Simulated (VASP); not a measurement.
OSZICAR of a VASP run on DyRh (space group Pm-3m):

**OSZICAR**
```
       N       E                     dE             d eps       ncg     rms          rms(c)
DAV:   1     0.140950016228E+03    0.14095E+03   -0.12261E+04  1976   0.125E+03
DAV:   2    -0.106844875854E+02   -0.15163E+03   -0.15016E+03  2016   0.392E+02
DAV:   3    -0.151812257102E+02   -0.44967E+01   -0.42977E+01  2336   0.562E+01
DAV:   4    -0.152667146205E+02   -0.85489E-01   -0.83963E-01  2072   0.912E+00
DAV:   5    -0.152684697983E+02   -0.17552E-02   -0.17548E-02  2352   0.131E+00    0.342E+01
DAV:   6    -0.153571797166E+02   -0.88710E-01   -0.13146E+01  1824   0.213E+01    0.115E+01
DAV:   7    -0.149831145185E+02    0.37407E+00   -0.89651E+00  1944   0.189E+01    0.151E+01
DAV:   8    -0.147547246481E+02    0.22839E+00   -0.15909E+00  1824   0.843E+00    0.155E+00
DAV:   9    -0.147571340554E+02   -0.24094E-02   -0.28805E-02  2248   0.115E+00    0.487E-01
DAV:  10    -0.147567962216E+02    0.33783E-03   -0.28469E-03  1928   0.452E-01    0.112E-01
DAV:  11    -0.147567850789E+02    0.11143E-04   -0.16183E-04  2344   0.119E-01    0.300E-02
DAV:  12    -0.147567798643E+02    0.52145E-05   -0.22842E-05  2616   0.373E-02    0.104E-02
DAV:  13    -0.147567797481E+02    0.11626E-06   -0.25788E-06  1304   0.106E-02
   1 F= -.14756780E+02 E0= -.14756508E+02  d E =-.147568E+02
       N       E                     dE             d eps       ncg     rms          rms(c)
DAV:   1    -0.177461007916E+02   -0.29893E+01   -0.43236E+01  1792   0.655E+01    0.225E+01
DAV:   2    -0.178528639144E+02   -0.10676E+00   -0.80061E+01  1816   0.556E+01    0.173E+01
DAV:   3    -0.148561316849E+02    0.29967E+01   -0.12524E+01  1792   0.277E+01    0.549E+00
DAV:   4    -0.147913772088E+02    0.64754E-01   -0.55649E-01  2312   0.465E+00    0.237E+00
DAV:   5    -0.147551472759E+02    0.36230E-01   -0.64796E-02  2464   0.230E+00    0.129E+00
DAV:   6    -0.147485529440E+02    0.65943E-02   -0.29841E-02  2576   0.125E+00    0.349E-01
DAV:   7    -0.147487588052E+02   -0.20586E-03   -0.82280E-04  2120   0.246E-01    0.109E-01
DAV:   8    -0.147487324491E+02    0.26356E-04   -0.19595E-04  2720   0.890E-02    0.362E-02
DAV:   9    -0.147487305371E+02    0.19121E-05   -0.34339E-06  1800   0.137E-02    0.433E-03
DAV:  10    -0.147487302816E+02    0.25545E-06   -0.10919E-07  1088   0.300E-03
   2 F= -.14748730E+02 E0= -.14748283E+02  d E =0.804947E-02
       N       E                     dE             d eps       ncg     rms          rms(c)
DAV:   1    -0.156613181264E+02   -0.91259E+00   -0.12967E+01  1792   0.374E+01    0.995E+00
DAV:   2    -0.156454847709E+02    0.15833E-01   -0.19623E+01  1944   0.282E+01    0.110E+01
DAV:   3    -0.147818115995E+02    0.86367E+00   -0.68926E+00  1944   0.148E+01    0.136E+00
DAV:   4    -0.147730707018E+02    0.87409E-02   -0.14243E-01  2024   0.303E+00    0.730E-01
DAV:   5    -0.147723605711E+02    0.71013E-03   -0.61684E-03  2456   0.586E-01    0.396E-01
DAV:   6    -0.147724277857E+02   -0.67215E-04   -0.72629E-04  2128   0.216E-01    0.880E-02
DAV:   7    -0.147724373808E+02   -0.95951E-05   -0.58011E-05  2072   0.502E-02    0.164E-02
DAV:   8    -0.147724380428E+02   -0.66191E-06   -0.39618E-06  1904   0.155E-02
   3 F= -.14772438E+02 E0= -.14772089E+02  d E =-.156583E-01
```

Q: Which electronic solver shows in the log?

A: It is blocked Davidson (ALGO = Normal, or the opening steps of other solvers). The INCAR had ALGO = Normal.

Q: Can the final energy be trusted as converged?

A: The run converged. It stopped with EDIFF = 1E-6, NELM = 100, NSW = 60 and EDIFFG = -0.01 after 3 ionic steps (PBEsol GGA, plane waves, VASP's PBE PAW potentials (set 64)). The 4f electrons are frozen in the core of the lanthanide potential, so 4f levels, which can set the real gap, and their magnetism are missing. Energy and stress use the plane-wave basis of the starting cell.

The structure comes from a measured DyRh entry (Pm-3m) of the Crystallography Open Database, whose conditions weren't checked. This run relaxes it. Symmetry was kept, so distortions that lower it aren't found.
